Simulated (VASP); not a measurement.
Calculation: PW91 GGA, VASP's PBE PAW potentials (set 64) (plane waves; VASP).

Input for VASP

### POSCAR
```
CeO2
5.4678850
  0.0000000000   0.5000000196   0.5000000196
  0.5000000196   0.0000000000   0.5000000196
  0.5000000196   0.5000000196   0.0000000000
Ce O
1 2
direct
  0.0000000000   0.0000000000   0.0000000000
  0.2500000000   0.2500000000   0.2500000000
  0.7500000000   0.7500000000   0.7500000000
```

**INCAR**
```
! general
SYSTEM   =  CeO2
PREC     =  Accurate
ENCUT    =  520
LREAL    =  F
LASPH    =  T   ! aspherical one-centre terms
ICHARG   =  11

! electronic loop
EDIFF    =  1E-7   ! SCF stop (eV)
NELM     =  100   ! most electronic steps
ALGO     =  Normal   ! blocked Davidson
LMAXMIX  =  6   ! l cut-off of mixed one-centre charges

! smearing
ISMEAR   =  0
SIGMA    =  0.05

! functional
GGA      =  91   ! PW91

! output
LWAVE    =  F
LCHARG   =  F
LORBIT   =  11
```

File KPOINTS:
```
k-points along high-symmetry lines
15
Line-mode
Reciprocal
  0.000000   0.000000   0.000000 ! GAMMA
  0.500000   0.000000   0.500000 ! X

  0.500000   0.000000   0.500000 ! X
  0.625000   0.250000   0.625000 ! U

  0.375000   0.375000   0.750000 ! K
  0.000000   0.000000   0.000000 ! GAMMA

  0.000000   0.000000   0.000000 ! GAMMA
  0.500000   0.500000   0.500000 ! L

  0.500000   0.500000   0.500000 ! L
  0.500000   0.250000   0.750000 ! W

  0.500000   0.250000   0.750000 ! W
  0.500000   0.000000   0.500000 ! X
```

POTCAR, in this order: Ce O (PBE.64 set). Program: vasp_std. Read from the step before: CHGCAR.

Output of the run:

**OSZICAR**
```
       N       E                     dE             d eps       ncg     rms          rms(c)
DAV:   1     0.181119195661E+03    0.18112E+03   -0.11906E+04  2912   0.205E+03
DAV:   2     0.641575505350E+01   -0.17470E+03   -0.16845E+03  3784   0.290E+02
DAV:   3    -0.250776771178E+02   -0.31493E+02   -0.30097E+02  4288   0.134E+02
DAV:   4    -0.264692125362E+02   -0.13915E+01   -0.13547E+01  3848   0.299E+01
DAV:   5    -0.265625678507E+02   -0.93355E-01   -0.93351E-01  4720   0.677E+00
DAV:   6    -0.265682594031E+02   -0.56916E-02   -0.56915E-02  4408   0.136E+00
DAV:   7    -0.265684747964E+02   -0.21539E-03   -0.21539E-03  4776   0.294E-01
DAV:   8    -0.265684846574E+02   -0.98610E-05   -0.98610E-05  4456   0.661E-02
DAV:   9    -0.265684855076E+02   -0.85019E-06   -0.85020E-06  4808   0.170E-02
DAV:  10    -0.265684855843E+02   -0.76690E-07   -0.76687E-07  3952   0.439E-03
   1 F= -.26568486E+02 E0= -.26568486E+02  d E =-.295275E-11
```

OUTCAR:
```
 val. band max:        4.9560558633   @ k =   0.2679   0.2679   0.5357

 cond. band min:       6.7785882296   @ k =   0.5000   0.5000   0.5000



 k-point     1 :       0.0000    0.0000    0.0000
  band No.  band energies     occupation
      1     -27.3489      2.00000
      2     -11.2561      2.00000
      3     -10.3183      2.00000
      4      -9.6079      2.00000
      5      -9.6079      2.00000
      6      -9.6079      2.00000
      7       1.2619      2.00000
      8       1.2619      2.00000
      9       1.2619      2.00000
     10       4.3717      2.00000
     11       4.3717      2.00000
     12       4.3717      2.00000
     13       7.0827      0.00000
     14       7.0827      0.00000
     15       7.0827      0.00000
     16       7.3016      0.00000

 k-point     2 :       0.0357    0.0000    0.0357
  band No.  band energies     occupation
      1     -27.3461      2.00000
      2     -11.3286      2.00000
      3     -10.3284      2.00000
      4      -9.6154      2.00000
      5      -9.6154      2.00000
      6      -9.5291      2.00000
      7       1.2818      2.00000
      8       1.2818      2.00000
      9       1.2966      2.00000
     10       4.3222      2.00000
     11       4.3817      2.00000
     12       4.3817      2.00000
     13       7.0785      0.00000
     14       7.0836      0.00000
     15       7.0836      0.00000
     16       7.3038      0.00000

 k-point     3 :       0.0714    0.0000    0.0714
  band No.  band energies     occupation
      1     -27.3372      2.00000
      2     -11.5123      2.00000
      3     -10.3581      2.00000
      4      -9.6373      2.00000
      5      -9.6373      2.00000
      6      -9.3257      2.00000
      7       1.3408      2.00000
      8       1.3408      2.00000
      9       1.3994      2.00000
     10       4.1781      2.00000
     11       4.4109      2.00000
     12       4.4109      2.00000
     13       7.0664      0.00000
     14       7.0862      0.00000
...
```

The density is held fixed in this step, so its total energy and stress have no physical meaning.

The compound is CeO2 in the fluorite structure. It was relaxed first. The run is not spin-polarised, so no magnetic state was tried.
